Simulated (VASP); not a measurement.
```
CELL_PARAMETERS angstrom
      2.91837     0.00000     0.00000
      0.00000     2.91837     0.00000
      0.00000     0.00000     2.91837
ATOMIC_POSITIONS crystal
  Al 0.50000 0.50000 0.50000
  Ni 0.00000 0.00000 0.00000
```

Computed with PBE GGA with D4 dispersion, VASP's PBE PAW potentials (set 64) (plane waves; VASP). Run with 520 eV cut-off, 13×13×13 Γ-centred mesh, first-order Methfessel-Paxton smearing of 0.10 eV, potentials Al Ni.

Problem. Give the stress tensor in GPa (positive for a compressed cell).

Solution. 
```
-9.07   0.00   0.00
 0.00  -9.07   0.00
 0.00   0.00  -9.07
```
The pressure is its mean diagonal, -9.07 GPa.

The compound is NiAl in the CsCl type structure. This cell is one point of a volume scan, at 1.06 of the reference volume. The run is not spin-polarised, so no magnetic state was tried. The electron count is odd and the run is not spin-polarised, which forces a metal.
